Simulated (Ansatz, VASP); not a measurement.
# Os (Osmium) in two plane-wave programs, part 2 of 2

One calculation is typed for both programs; each brings its own data sets. How far apart do they land? The structure shown is the end of the Ansatz relaxation below.

VASP 6.6.1 and Ansatz 0.2.0.

So far: The starting structure; Ansatz: relaxation, PBEsol; VASP: single point, PBEsol, pair 1.

### Step 3. VASP: single point, PBEsol, pair 1 (continued)

Level of this step: PBEsol; plane waves and PAW (Os) (VASP).

Numbers of over 12 decimals in the logs are rounded to 6 here.

Parts of OUTCAR (step 3):

```text
ion  position               nearest neighbor table
   1  0.333  0.667  0.250-   2 2.72   2 2.72   2 2.72   2 2.72   2 2.72   2 2.72
   2  0.667  0.333  0.750-   1 2.72   1 2.72   1 2.72   1 2.72   1 2.72   1 2.72

  LATTYP: Found a hexagonal cell.
 ALAT       =     2.7115136711
 C/A-ratio  =     1.6376470033

 Subroutine GETGRP returns: Found 24 space group operations
 (whereof 12 operations were pure point group operations)

The static configuration has the point symmetry D_3d.
 The point group associated with its full space group is D_6h.

 Found    259 irreducible k-points:

   k-points           NKPTS =    259   k-points in BZ     NKDIM =    259   number of bands    NBANDS=     14

   dimension x,y,z NGX =    24 NGY =   24 NGZ =   36
   dimension x,y,z NGXF=    48 NGYF=   48 NGZF=   72

   ENCUT  =  600.0 eV  44.10 Ry    6.64 a.u.   5.42  5.42  8.87*2*pi/ulx,y,z

   NELECT =      16.0000    total number of electrons

 k-points in reciprocal lattice and weights: Automatic mesh
   0.00000000  0.00000000  0.00000000       0.000
   0.05555556 -0.00000000  0.00000000       0.002
   0.11111111 -0.00000000  0.00000000       0.002
   0.16666667 -0.00000000  0.00000000       0.002
   0.22222222 -0.00000000  0.00000000       0.002
   0.27777778  0.00000000  0.00000000       0.002
   0.33333333 -0.00000000  0.00000000       0.002
   0.38888889 -0.00000000  0.00000000       0.002
   0.44444444 -0.00000000  0.00000000       0.002
[...]
0.33333333  0.27777778  0.50000000       0.003
   0.33333333  0.33333333  0.50000000       0.001

 average (electrostatic) potential at core
       1 -43.2553       2 -43.2553

 E-fermi :   9.1464

 k-point     1 :       0.0000    0.0000    0.0000
  band No.  band energies     occupation
    ...
      6       6.9094      2.00000
      7       6.9094      2.00000
      8       7.9341      2.00000
      9       7.9341      2.00000
     10       8.7453      2.01571
     11      10.8302     -0.00000
     12      10.8302     -0.00000
     13      17.5969      0.00000
     14      23.3815      0.00000

 k-point     2 :       0.0556   -0.0000    0.0000
  band No.  band energies     occupation
    ...
      6       6.8259      2.00000
      7       7.0167      2.00000
      8       7.7382      2.00000
      9       7.8430      2.00000
     10       8.2701      2.00000
     11      10.8858     -0.00000
     12      11.5126     -0.00000
     13      17.5797      0.00000
     14      23.6493      0.00000

 k-point     3 :       0.1111   -0.0000    0.0000
  band No.  band energies     occupation
    ...
      6       6.7446      2.00000
      7       6.9100      2.00000
      8       7.3339      2.00000
      9       7.6022      2.00000
     10       7.8767      2.00000
     11      11.0239     -0.00000
     12      12.7802     -0.00000
     13      17.5147      0.00000
     14      24.3731      0.00000

  Total        0.0660944      0.0660944     -3.7758794      0.0000000     -0.0000000      0.0000000
  in kB        3.7453214      3.7453214   -213.9648231      0.0000000     -0.0000000      0.0000000
  external PRESSURE =     -68.8247267 kB  Pullay stress =       0.0000000 kB

  energy-cutoff  :      600.00
  volume of cell :       28.27
      direct lattice vectors                 reciprocal lattice vectors
     2.711513671  0.000000000  0.000000000     0.368797698  0.212925450  0.000000000
    -1.355756836  2.348239722  0.000000000     0.000000000  0.425850900  0.000000000
     0.000000000  0.000000000  4.440502238     0.000000000  0.000000000  0.225199751

 POSITION                                       TOTAL-FORCE (eV/Angst)
 -----------------------------------------------------------------------------------
     -0.00000      1.56549      1.11013         0.000000     -0.000000     -0.000000
      1.35576      0.78275      3.33038        -0.000000      0.000000      0.000000
 -----------------------------------------------------------------------------------
    total drift:                                0.000000      0.000000      0.000000

  FREE ENERGIE OF THE ION-ELECTRON SYSTEM (eV)
  ---------------------------------------------------
  free  energy   TOTEN  =       -24.4301105675 eV

  energy  without entropy=      -24.4302428412  energy(sigma->0) =      -24.43015466

 total charge
# of ion       s       p       d       tot
------------------------------------------
    1        0.655   0.774   6.006   7.435
    2        0.655   0.774   6.006   7.435
--------------------------------------------------
tot          1.310   1.548  12.012  14.871

[... 3 further parts left out ...]
```

The run ends at a pressure of -6.88 GPa.

### Step 4. Differences

Known differences besides the potentials themselves: the data sets hold 32 valence electrons in Ansatz (on its PAW soft_1 files) and 16 in VASP; the cutoff is 420 eV in Ansatz and 600 eV in VASP; Ansatz makes its cores anew for this functional, VASP keeps those of its PBE data sets; Ansatz's pressure holds a Pulay correction, VASP's none. Total energies have different zeros and are not compared.

Both answers:

```tsv
quantity	Ansatz	VASP	difference
pressure (GPa)	-7.27	-6.88	-0.39
```

### Step 5. Ansatz: relaxation, PBEsol

This run makes the geometry at which the two programs are then compared. The cell compared in this pair holds 28.45 Å³, against 28.27 Å³ for the pair before.

The structure compared here is the end of the Ansatz relaxation.

input.yaml reads:

```yaml
crystal:
  lattice:
    - [2.7115136711, 0.0, 0.0]
    - [-1.3557568355, 2.3482397219, 0.0]
    - [0.0, 0.0, 4.48361391]
  atoms:
    - { symbol: Os, position: [0.3333333337, 0.6666666663, 0.25] }
    - { symbol: Os, position: [0.6666666663, 0.3333333337, 0.75] }
kpoints:
  mp_grid: { grid: [18, 18, 12] }
hamiltonian:
  xc: pbesol
  pseudopotentials: { kind: paw, azcp: { folder: soft_1 }, xc_functional: pbe }
scf:
  occupations: { method: methfessel_paxton, width: 0.2 }
output:
  forces: true
  stress: true
  eigenvalues: true
relax:
  adjacent_minimum: "off"
  f_tol: 0.001
  max_steps: 60
  cell: { stress_tol: 0.01, fix: [c, angles] }
```

Run with:

```bash
ansatz run input.yaml --threads 4 --pin off --max-ram 10240MiB --backend cpu --events-out ev --progress --plain --runs-dir out
```

Log:

```text
[...]
Crystal: 2 atoms, lattice volume = 28.548 Å³
Basis set: ecut = 420 eV, 549 PW (Γ), exchange–correlation on 40×40×60 points (8 copies of the dense FFT grid, shifted against one another)
Bands: 20, of which v1, the nominal top of the filled ones, is band 16 counted from 1 (15 counted from 0)
Symmetry: 8 space group operations
k-points: 637 of 3888
[...]
k-point 636: bands = [... 12 lower, 24.3474, 24.3474, 25.1681, 25.1681, 27.9592, 27.9592, 28.5378, 28.5378]
--- Relaxed structure (4 steps of the walk, 3 accepted, 1 SCFs on fresh bases) ---
[...]
cell:  # Å, volume = 28.4508 Å³
    - [2.706874, -2.8818185502950983e-11, 0]
    - [-1.353437, 2.344222, 0]
    - [0, 0, 4.48361391]
  atoms:
    - { symbol: Os, position: [0.333333, 0.666667, 0.250000] }
    - { symbol: Os, position: [0.666667, 0.333333, 0.750000] }
[key lines of the parts left out:]
SCF converged after 4 iterations
Free energy (F): -22504.556232 eV
Fermi energy:    25.320556 eV
P = ⅓ Tr σ = -9.4202 GPa (-94.202 kbar)
```

### Step 6. VASP: single point, PBEsol, pair 2

The same cell, functional, mesh and smearing now go to VASP, with its own data sets.

INCAR reads:

```
SYSTEM = Os
PREC = Accurate
ENCUT = 600
EDIFF = 1E-06
NELM = 120
ISMEAR = 1
SIGMA = 0.2
LREAL = .FALSE.
ALGO = Normal
GGA = PS
NBANDS = 14
LASPH = .TRUE.
LORBIT = 11
LWAVE = .FALSE.
LCHARG = .FALSE.
ISIF = 2
GGA_COMPAT = .FALSE.
KPAR = 2
```

POSCAR reads:

```
Os
1.0
    2.7068740810      0.0000000000      0.0000000000
   -1.3534370405      2.3442217190      0.0000000000
    0.0000000000      0.0000000000      4.4836139100
Os
2
Direct
    0.3333333322      0.6666666656      0.2500000000
    0.6666666656      0.3333333322      0.7500000000
```

KPOINTS reads:

```
Automatic mesh
0
Gamma
18 18 12
0 0 0
```

The projector-augmented-wave data sets are Os (PBE family, release 64).

Run with:

```bash
mpirun -np 2 vasp_std
```

Log:

```text
[banner, memory and clock lines left out]
running    2 mpi-ranks, on    1 nodes
[...]
[... a notice as in an earlier step ...]

 LDA part: xc-table for (Slater+PW92), standard interpolation
 POSCAR, INCAR and KPOINTS ok, starting setup
[...]
entering main loop
       N       E                     dE             d eps       ncg     rms          rms(c)
DAV:   1     0.115666844389E+03    0.11567E+03   -0.81347E+03  7252   0.123E+03
DAV:   2    -0.194268304968E+02   -0.13509E+03   -0.11902E+03  7440   0.366E+02
DAV:   3    -0.258890356577E+02   -0.64622E+01   -0.61350E+01  9474   0.701E+01
DAV:   4    -0.259638045772E+02   -0.74769E-01   -0.74501E-01  7956   0.788E+00
[...]
DAV:  10    -0.243877729946E+02   -0.27379E-04   -0.71921E-05  9214   0.807E-02    0.103E-02
DAV:  11    -0.243877452995E+02    0.27695E-04   -0.63990E-06  8032   0.277E-02    0.123E-03
DAV:  12    -0.243877448285E+02    0.47099E-06   -0.11618E-07  4478   0.356E-03
   1 F= -.24387745E+02 E0= -.24387455E+02  d E =-.868301E-03
```

Parts of OUTCAR (step 6):

```text
  Total        0.0541188      0.0541188     -4.9490316     -0.0000000     -0.0000000      0.0000000
  in kB        3.0476385      3.0476385   -278.6992881     -0.0000000     -0.0000000      0.0000000
  external PRESSURE =     -90.8680037 kB  Pullay stress =       0.0000000 kB

 POSITION                                       TOTAL-FORCE (eV/Angst)
 -----------------------------------------------------------------------------------
     -0.00000      1.56281      1.12090         0.000000     -0.000000      0.000000
      1.35344      0.78141      3.36271        -0.000000      0.000000     -0.000000
 -----------------------------------------------------------------------------------
    total drift:                                0.000000      0.000000      0.000000

  FREE ENERGIE OF THE ION-ELECTRON SYSTEM (eV)
  ---------------------------------------------------
  free  energy   TOTEN  =       -24.3877448285 eV

  energy  without entropy=      -24.3868765279  energy(sigma->0) =      -24.38745539

[... 1 part as in an earlier step ...]

[... 2 further parts left out ...]
[key lines of the parts left out:]
E-fermi :   9.0541
```

The run ends at a pressure of -9.09 GPa.

### Step 7. Side by side

What differs besides the data sets and the points named for the pairs above, as far as they apply: the data sets hold 32 valence electrons in Ansatz (on its PAW soft_1 files) and 16 in VASP. Total energies have different zeros and are not compared.

Both answers:

```tsv
quantity	Ansatz	VASP	difference
pressure (GPa)	-9.42	-9.09	-0.33
```

### Step 8. Results

```yaml
difference_in_pressure_single_point_pbesol_pair_1: -0.39 GPa
difference_in_pressure_single_point_pbesol_pair_2: -0.33 GPa
```

**Reading.** The difference in pressure is -0.39 GPa (single point, PBEsol, pair 1), within the 1 GPa picked in this series as the mark of a large difference. The data sets hold unlike numbers of valence electrons (32 in Ansatz and 16 in VASP), so part of the differences comes from the potentials. Such differences can come from data sets, numerical settings and the points named under the comparisons, not from the functional's error against experiment.

[Lines on the potential files, build, host, timing and source positions are cut from VASP's logs without a mark.]

[Logs are printed without paths, hosts, clocks, repeated set-up lines and the standing remarks that a program may print on its own settings, such as how far it seeks lower states.]

[Hosts, paths, dates, database ids (printed as entryN), source tags and the programs' standing remarks are cut or masked in the printed files.]
